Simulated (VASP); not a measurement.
# NiSb: the relaxed cell at several levels, part 2 of 3

Aim: relax NiSb at several levels and hold each cell against experiment. LASPH is on for some levels and off for others; the table marks which. The start is a cell from a database of measured crystal structures.

VASP 6.6.1, plane waves and PAW; the level of theory is named at each step.

Still holding for the runs below: The k-mesh is coarse for a metal.

So far. Step 2 (Relaxation with PBE): It ends with forces that vanish by symmetry and a pressure of -0.04 GPa. The volume lies +1.8 % from that of the database's start. The conventional cell has a = 3.966 and c = 5.187 Å.

## Step 3: Relaxation with LDA

This step: LDA, spin-polarised from a ferromagnetic start; plane waves and PAW (Ni, Sb) (VASP 6.6.1).

LDA, the lowest rung, knows the local density alone.

File INCAR:

```
SYSTEM = NiSb
PREC = Accurate
ENCUT = 520
EDIFF = 1E-06
NELM = 100
ISMEAR = -1
SIGMA = 0.05
LREAL = .FALSE.
ALGO = Normal
GGA = CA
NBANDS = 23
ISPIN = 2
MAGMOM = 1 1 0 0
LMAXMIX = 4
LORBIT = 11
LWAVE = .FALSE.
LCHARG = .FALSE.
KPAR = 2
IBRION = 2
NSW = 60
ISIF = 3
EDIFFG = -0.01
```

File POSCAR:

```
NiSb
1.0
    3.9460000000      0.0000000000      0.0000000000
   -1.9730000000      3.4173362433      0.0000000000
    0.0000000000      0.0000000000      5.1480000000
Ni Sb
2 2
Direct
    0.0000000000      0.0000000000      0.0000000000
    0.0000000000      0.0000000000      0.5000000000
    0.3333333333      0.6666666667      0.2500000000
    0.6666666667      0.3333333333      0.7500000000
```

File KPOINTS:

```
Automatic mesh
0
Gamma
6 6 4
0 0 0
```

Potentials, in the order of the species: Ni and Sb (PBE family, release 64).

The run is started by

```console
mpirun -np 2 vasp_std
```

The program printed:

```text
[banner, memory and clock lines left out]
running    2 mpi-ranks, on    1 nodes
 distrk:  each k-point on    1 cores,    2 groups
 distr:  one band on    1 cores,    1 groups

 POSCAR found type information on POSCAR NiSb
 POSCAR found :  2 types and       4 ions
|                                                                             |
|               ----> ADVICE to this user running VASP <----                  |
|                                                                             |
|     You enforced a specific xc type in the INCAR file but a different       |
|     [... a line on the potential file left out ...]
|     I HOPE YOU KNOW WHAT YOU ARE DOING!                                     |
|                                                                             |

 LDA part: xc-table for (Slater(with rela. corr.)+CA(PZ))
 , standard interpolation
 POSCAR, INCAR and KPOINTS ok, starting setup
 FFT: planning ... GRIDC
 FFT: planning ... GRID_SOFT
 FFT: planning ... GRID
 WAVECAR not read
 entering main loop
       N       E                     dE             d eps       ncg     rms          rms(c)
DAV:   1     0.167963386329E+03    0.16796E+03   -0.12286E+04  1932   0.134E+03
DAV:   2    -0.162585529599E+02   -0.18422E+03   -0.17500E+03  2037   0.281E+02
DAV:   3    -0.256086972487E+02   -0.93501E+01   -0.90862E+01  2361   0.778E+01
DAV:   4    -0.258075855625E+02   -0.19889E+00   -0.19862E+00  2166   0.107E+01
DAV:   5    -0.258141816912E+02   -0.65961E-02   -0.65958E-02  2649   0.200E+00    0.152E+01
DAV:   6    -0.293367619449E+02   -0.35226E+01   -0.32510E+01  2163   0.102E+02    0.195E+01
DAV:   7    -0.241329820543E+02    0.52038E+01   -0.12944E+01  2324   0.706E+01    0.335E+00
DAV:   8    -0.241398823199E+02   -0.69003E-02   -0.11789E+00  2791   0.101E+01    0.246E+00
DAV:   9    -0.240882525487E+02    0.51630E-01   -0.18604E-01  2262   0.680E+00    0.647E-01
DAV:  10    -0.240888946658E+02   -0.64212E-03   -0.59240E-03  2311   0.723E-01    0.363E-01
DAV:  11    -0.240886760960E+02    0.21857E-03   -0.63707E-04  2419   0.336E-01    0.219E-01
DAV:  12    -0.240883015534E+02    0.37454E-03   -0.37455E-04  2334   0.309E-01    0.454E-02
DAV:  13    -0.240882998489E+02    0.17045E-05   -0.41485E-05  2414   0.579E-02    0.220E-02
DAV:  14    -0.240882983841E+02    0.14648E-05   -0.33289E-06  1786   0.229E-02    0.142E-02
DAV:  15    -0.240882979012E+02    0.48288E-06   -0.64865E-07  1260   0.106E-02
   1 F= -.24088298E+02 E0= -.24077794E+02  d E =-.240883E+02  mag=    -0.0000
 curvature:   0.00 expect dE= 0.000E+00 dE for cont linesearch  0.000E+00
 trial: gam= 0.00000 g(F)=  0.716E-49 g(S)=  0.264E+00 ort = 0.000E+00 (trialstep = 0.100E+01)
 search vector abs. value=  0.264E+00
 bond charge predicted
       N       E                     dE             d eps       ncg     rms          rms(c)
DAV:   1    -0.293652242337E+02   -0.52769E+01   -0.46261E+01  2198   0.995E+01    0.221E+01
DAV:   2    -0.358055302559E+02   -0.64403E+01   -0.80942E+01  2186   0.167E+02    0.280E+01
DAV:   3    -0.242408794476E+02    0.11565E+02   -0.27760E+01  2254   0.105E+02    0.459E+00
DAV:   4    -0.241611968670E+02    0.79683E-01   -0.25993E+00  2690   0.160E+01    0.309E+00
DAV:   5    -0.240989149751E+02    0.62282E-01   -0.22454E-01  2707   0.623E+00    0.167E+00
DAV:   6    -0.240920483771E+02    0.68666E-02   -0.27617E-02  2516   0.269E+00    0.696E-01
DAV:   7    -0.240905848671E+02    0.14635E-02   -0.65161E-03  2856   0.961E-01    0.163E-01
DAV:   8    -0.240905691095E+02    0.15758E-04   -0.30039E-04  2323   0.187E-01    0.753E-02
DAV:   9    -0.240905425265E+02    0.26583E-04   -0.66387E-05  2826   0.125E-01    0.157E-02
DAV:  10    -0.240905414869E+02    0.10396E-05   -0.11751E-05  2930   0.303E-02    0.479E-03
DAV:  11    -0.240905415138E+02   -0.26898E-07   -0.32881E-07  1058   0.478E-03
   2 F= -.24090542E+02 E0= -.24079874E+02  d E =-.224361E-02  mag=     0.0000
 trial-energy change:   -0.002244  1 .order    0.011778   -0.264204    0.287760
 step:   0.5167(harm=  0.4787)  dis= 0.00000  next Energy=   -24.158493 (dE=-0.702E-01)
 bond charge predicted
       N       E                     dE             d eps       ncg     rms          rms(c)
DAV:   1    -0.252966716576E+02   -0.12061E+01   -0.10859E+01  2142   0.517E+01    0.963E+00
DAV:   2    -0.267471978347E+02   -0.14505E+01   -0.18231E+01  2296   0.780E+01    0.133E+01
DAV:   3    -0.242155209707E+02    0.25317E+01   -0.70500E+00  2242   0.486E+01    0.249E+00
DAV:   4    -0.241771573636E+02    0.38364E-01   -0.23837E-01  2280   0.550E+00    0.121E+00
DAV:   5    -0.241600858812E+02    0.17071E-01   -0.16788E-02  2836   0.200E+00    0.256E-01
DAV:   6    -0.241596457270E+02    0.44015E-03   -0.25027E-03  2088   0.356E-01    0.998E-02
DAV:   7    -0.241596554511E+02   -0.97241E-05   -0.92191E-05  2315   0.872E-02    0.106E-01
DAV:   8    -0.241596855957E+02   -0.30145E-04   -0.98647E-05  2219   0.156E-01    0.147E-01
DAV:   9    -0.241598737748E+02   -0.18818E-03   -0.11732E-03  2241   0.476E-01    0.260E-01
DAV:  10    -0.241597776294E+02    0.96145E-04   -0.57230E-05  1974   0.781E-02    0.215E-01
DAV:  11    -0.241596951014E+02    0.82528E-04   -0.93675E-05  2234   0.125E-01    0.108E-01
DAV:  12    -0.241596731871E+02    0.21914E-04   -0.25363E-05  2324   0.692E-02    0.545E-02
DAV:  13    -0.241596663332E+02    0.68539E-05   -0.11306E-05  2045   0.485E-02    0.201E-02
DAV:  14    -0.241596653847E+02    0.94850E-06   -0.29930E-06  1628   0.239E-02
   3 F= -.24159665E+02 E0= -.24149278E+02  d E =-.713675E-01  mag=     0.0000
 curvature:  -0.24 expect dE=-0.682E-05 dE for cont linesearch -0.663E-05
 trial: gam=-0.01016 g(F)=  0.114E-46 g(S)=  0.286E-04 ort = 0.271E-02 (trialstep = 0.903E+00)
 search vector abs. value=  0.777E-06
 reached required accuracy - stopping structural energy minimisation
```

Wall time 1.9 min (2 MPI ranks of AMD EPYC 7R43, shared host); peak memory 0.36 GiB; 3.7 min of CPU time.

Parts of OUTCAR (step 3):

```text
 Found     21 irreducible k-points:

   NELECT =      30.0000    total number of electrons

 E-fermi :  10.3471

 spin component 1
 k-point     1 :       0.0000    0.0000    0.0000
  band No.  band energies     occupation
    ...
      9       7.9973      1.00000
     10       7.9973      1.00000
     11       8.8304      1.00000
     12       8.8304      1.00000
     13      10.2361      0.90198
     14      10.9019      0.00002
     15      10.9019      0.00002
     16      12.8738      0.00000
     17      12.8738      0.00000
     18      13.5044      0.00000
    ...

 k-point     2 :       0.1667    0.0000    0.0000
  band No.  band energies     occupation
    ...
     11       8.8118      1.00000
     12       8.8338      1.00000
     13       9.1391      1.00000
     14       9.9126      0.99983
     15      10.1109      0.99120
     16      11.7987      0.00000
     17      13.7005      0.00000
     18      13.7876      0.00000
     19      15.0478      0.00000
     20      16.2177      0.00000
    ...

 k-point     3 :       0.3333    0.0000    0.0000
  band No.  band energies     occupation
    ...
     11       8.1902      1.00000
     12       8.6634      1.00000
     13       8.7788      1.00000
     14       8.8433      1.00000
     15       9.5002      1.00000
     16      10.5811      0.00920
     17      12.0775      0.00000
     18      14.0864      0.00000
     19      14.3055      0.00000
     20      16.1661      0.00000
    ...

 k-point     4 :       0.5000    0.0000    0.0000
  band No.  band energies     occupation
    ...
     12       8.2578      1.00000
     13       8.5652      1.00000
     14       8.7693      1.00000
     15       8.8500      1.00000
     16       9.9368      0.99973
     17      11.4628      0.00000
     18      13.7824      0.00000
     19      14.4348      0.00000
     20      15.7564      0.00000
     21      15.8569      0.00000
    ...

  Total       -0.0249655     -0.0249655     -0.0335933      0.0000000      0.0000000      0.0000000
  in kB       -0.6063039     -0.6063039     -0.8158370      0.0000000      0.0000000      0.0000000
  external PRESSURE =      -0.6761483 kB  Pullay stress =       0.0000000 kB

  energy-cutoff  :      520.00
  volume of cell :       65.97
      direct lattice vectors                 reciprocal lattice vectors
     3.878616706  0.000000000  0.000000000     0.257823878  0.148854685  0.000000000
    -1.939308353  3.358980599  0.000000000     0.000000000  0.297709371  0.000000000
     0.000000000  0.000000000  5.063787284     0.000000000  0.000000000  0.197480649

 POSITION                                       TOTAL-FORCE (eV/Angst)
 -----------------------------------------------------------------------------------
      0.00000      0.00000      0.00000         0.000000      0.000000      0.000000
      0.00000      0.00000      2.53189         0.000000      0.000000      0.000000
     -0.00000      2.23932      1.26595         0.000000      0.000000      0.000000
      1.93931      1.11966      3.79784        -0.000000     -0.000000     -0.000000
 -----------------------------------------------------------------------------------
    total drift:                                0.000000     -0.000000     -0.000000

  FREE ENERGIE OF THE ION-ELECTRON SYSTEM (eV)
  ---------------------------------------------------
  free  energy   TOTEN  =       -24.1596653847 eV

  energy  without entropy=      -24.1388913501  energy(sigma->0) =      -24.14927837

 total charge
# of ion       s       p       d       tot
------------------------------------------
    1        0.472   0.523   8.512   9.506
    2        0.472   0.523   8.512   9.506
    3        1.141   1.253   0.080   2.473
    4        1.141   1.253   0.080   2.473
--------------------------------------------------
tot          3.225   3.551  17.183  23.959

 magnetization (x)
# of ion       s       p       d       tot
------------------------------------------
    1       -0.000   0.000   0.000   0.000
    2       -0.000   0.000   0.000   0.000
    3       -0.000  -0.000  -0.000  -0.000
    4       -0.000  -0.000  -0.000  -0.000
--------------------------------------------------
tot         -0.000  -0.000   0.000  -0.000

[... 9 parts as in an earlier step ...]

[... 4 further parts left out ...]
```

CONTCAR:

```
NiSb
   1.00000000000000
     3.8786167063597867    0.0000000000000000    0.0000000000000000
    -1.9393083531798934    3.3589805992186190    0.0000000000000000
     0.0000000000000000    0.0000000000000000    5.0637872842996945
  Ni              Sb
     2     2
Direct
     0.0000000000000000    0.0000000000000000    0.0000000000000000
     0.0000000000000000    0.0000000000000000    0.5000000000000000
     0.3333333332999970    0.6666666667000030    0.2500000000000000
     0.6666666667000030    0.3333333332999970    0.7500000000000000
```

The PAW data sets were made with PBE, though LDA sets exist; this is a small mismatch.

Step by step:

| step | energy less that of the first step (eV) | largest force (eV/Å) | pressure (GPa) | volume (Å³) |
| --- | --- | --- | --- | --- |
| 1 | 0.0000 | 0.0000 | -6.24 | 69.42 |
| 2 | -0.0022 | 0.0000 | 7.50 | 62.85 |
| 3 | -0.0714 | 0.0000 | -0.07 | 65.97 |

| conventional cell, symmetrised | before | after | change |
| --- | --- | --- | --- |
| a (Å) | 3.946 | 3.879 | -1.7 % |
| b (Å) | 3.946 | 3.879 | -1.7 % |
| c (Å) | 5.148 | 5.064 | -1.6 % |
| volume (Å³/atom) | 17.35 | 16.49 | -5.0 % |

The relaxed structure:

```cif
data_structure
_symmetry_space_group_name_H-M 'P 1'
_symmetry_Int_Tables_number 1
_cell_length_a 3.8786
_cell_length_b 3.8786
_cell_length_c 5.0638
_cell_angle_alpha 90.000
_cell_angle_beta 90.000
_cell_angle_gamma 120.000
_cell_volume 65.97
loop_
_atom_site_label
_atom_site_type_symbol
_atom_site_fract_x
_atom_site_fract_y
_atom_site_fract_z
_atom_site_occupancy
Ni1 Ni 0.00000 0.00000 0.00000 1
Ni2 Ni 0.00000 0.00000 0.50000 1
Sb3 Sb 0.33333 0.66667 0.25000 1
Sb4 Sb 0.66667 0.33333 0.75000 1
```

Numbers from this step:

```yaml
free_energy_toten: -24.16 eV
energy_at_zero_smearing: -24.15 eV
fermi_energy: 10.35 eV
pressure: -0.06761 GPa
scf_cycles_over_all_ionic_steps: 40
```

It ends at 16.49 Å³/atom, -5.0 % from the start, with -0.07 GPa left. The conventional cell has a = 3.879 and c = 5.064 Å.

## Step 4: Relaxation with r2SCAN

This step: r2SCAN, spin-polarised from a ferromagnetic start; plane waves and PAW (Ni, Sb) (VASP 6.6.1).

r2SCAN adds the kinetic-energy density, costs more than a GGA and is run with LASPH.

Changes to INCAR since step 3:

```diff
@@ -9,3 +9,4 @@
 ALGO = Normal
-GGA = CA
+METAGGA = R2SCAN
+LASPH = .TRUE.
 NBANDS = 23
```

POSCAR is that of step 3.

KPOINTS is that of step 3.

The run is started by

```console
mpirun -np 2 vasp_std
```

The program printed:

```text
[banner, memory and clock lines left out]
running    2 mpi-ranks, on    1 nodes
[...]
[... a notice as in an earlier step ...]

 LDA part: xc-table for (None), standard interpolation
 POSCAR, INCAR and KPOINTS ok, starting setup
[...]
entering main loop
       N       E                     dE             d eps       ncg     rms          rms(c)
DAV:   1     0.117943747396E+03    0.11794E+03   -0.12812E+04  1932   0.139E+03
DAV:   2    -0.709853857846E+02   -0.18893E+03   -0.17960E+03  2051   0.291E+02
DAV:   3    -0.807700638015E+02   -0.97847E+01   -0.95349E+01  2339   0.821E+01
DAV:   4    -0.809691022522E+02   -0.19904E+00   -0.19883E+00  2188   0.111E+01
[...]
DAV:  15    -0.763427637831E+02    0.68125E-05   -0.54532E-06  2216   0.387E-02    0.114E-02
DAV:  16    -0.763427612735E+02    0.25096E-05   -0.30182E-06  1645   0.255E-02    0.215E-03
DAV:  17    -0.763427614000E+02   -0.12652E-06   -0.61300E-07  1071   0.721E-03
   1 F= -.76342761E+02 E0= -.76332337E+02  d E =-.763428E+02  mag=     0.0003
[... from here on, the cycles between the ionic steps are left out ...]
   2 F= -.76344113E+02 E0= -.76333618E+02  d E =-.135203E-02  mag=     0.0000
   3 F= -.76346750E+02 E0= -.76336290E+02  d E =-.398899E-02  mag=     0.0000
   4 F= -.76346750E+02 E0= -.76336291E+02  d E =-.398837E-02  mag=    -0.0000
   5 F= -.76345714E+02 E0= -.76335274E+02  d E =-.295306E-02  mag=     0.0000
   6 F= -.76346742E+02 E0= -.76336284E+02  d E =-.398033E-02  mag=     0.0000
   7 F= -.76346914E+02 E0= -.76336496E+02  d E =-.172481E-03  mag=    -0.0000
   8 F= -.76346940E+02 E0= -.76336541E+02  d E =-.198478E-03  mag=    -0.0000
   9 F= -.76346920E+02 E0= -.76336519E+02  d E =0.198713E-04  mag=    -0.0000
  10 F= -.76346948E+02 E0= -.76336549E+02  d E =-.770018E-05  mag=     0.0000
[...]
reached required accuracy - stopping structural energy minimisation
```

Run time: 16 min. Hardware: 2 MPI ranks; peak memory 0.49 GiB.

OUTCAR, selected parts (step 4):

```text
  Total        0.0079686      0.0079686      0.0031071     -0.0000000      0.0000000      0.0000000
  in kB        0.1860532      0.1860532      0.0725452     -0.0000000      0.0000000      0.0000000
  external PRESSURE =       0.1482172 kB  Pullay stress =       0.0000000 kB

 POSITION                                       TOTAL-FORCE (eV/Angst)
 -----------------------------------------------------------------------------------
      0.00000      0.00000     -0.00000        -0.000000      0.000000      0.000000
      0.00000     -0.00000      2.57364        -0.000000      0.000000      0.000000
     -0.00000      2.26524      1.28682        -0.000000      0.000000     -0.000000
      1.96176      1.13262      3.86045         0.000000     -0.000000      0.000000
 -----------------------------------------------------------------------------------
    total drift:                                0.000000     -0.000000     -0.000000

  FREE ENERGIE OF THE ION-ELECTRON SYSTEM (eV)
  ---------------------------------------------------
  free  energy   TOTEN  =       -76.3469479079 eV

  energy  without entropy=      -76.3261491232  energy(sigma->0) =      -76.33654852

 magnetization (x)
# of ion       s       p       d       tot
------------------------------------------
    1        0.000   0.000   0.000   0.000
    2        0.000   0.000   0.000   0.000
    3        0.000  -0.000  -0.000   0.000
    4        0.000  -0.000  -0.000   0.000
--------------------------------------------------
tot          0.000  -0.000   0.000   0.000

[... 2 parts as in an earlier step ...]

[... 2 further parts left out ...]
[key lines of the parts left out:]
E-fermi :  10.0110
```

The PAW data sets were made with PBE, which is usual practice but a small mismatch for other functionals.

Step by step:

| step | energy less that of the first step (eV) | largest force (eV/Å) | pressure (GPa) | volume (Å³) |
| --- | --- | --- | --- | --- |
| 1 | 0.0000 | 0.0000 | -1.39 | 69.42 |
| 2 | -0.0014 | 0.0000 | 1.32 | 67.92 |
| 3 | -0.0040 | 0.0000 | 0.07 | 68.58 |
| 4 | -0.0040 | 0.0000 | 0.11 | 68.60 |
| 5 | -0.0030 | 0.0000 | -0.68 | 69.01 |
| 6 | -0.0040 | 0.0000 | 0.00 | 68.62 |
| 7 | -0.0042 | 0.0000 | -0.05 | 68.65 |
| 8 | -0.0042 | 0.0000 | -0.10 | 68.66 |
| 9 | -0.0042 | 0.0000 | 0.14 | 68.55 |
| 10 | -0.0042 | 0.0000 | 0.01 | 68.62 |

| conventional cell, symmetrised | before | after | change |
| --- | --- | --- | --- |
| a (Å) | 3.946 | 3.924 | -0.6 % |
| b (Å) | 3.946 | 3.924 | -0.6 % |
| c (Å) | 5.148 | 5.147 | -0.0 % |
| volume (Å³/atom) | 17.35 | 17.16 | -1.2 % |

Final coordinates:

```
Ni Sb
1.0
     3.92351    0.00000    0.00000
    -1.96176    3.39786    0.00000
     0.00000    0.00000    5.14727
Ni Sb
2 2
Direct
  0.00000 0.00000 0.00000
  0.00000 0.00000 0.50000
  0.33333 0.66667 0.25000
  0.66667 0.33333 0.75000
```

It ends at 17.16 Å³/atom, -1.2 % from the start, with 0.01 GPa left. The conventional cell has a = 3.924 and c = 5.147 Å.

[end of part 2 of 3]

[Lines on the potential files, build, host, timing and source positions are cut from VASP's logs without a mark.]

[Logs are printed without paths, hosts, clocks, repeated set-up lines and the standing remarks that a program may print on its own settings, such as how far it seeks lower states.]

[Hosts, paths, dates, database ids (printed as entryN), source tags and the programs' standing remarks are cut or masked in the printed files.]

[A measured line is paired with the nearest computed mode of its activity, which favours agreement.]
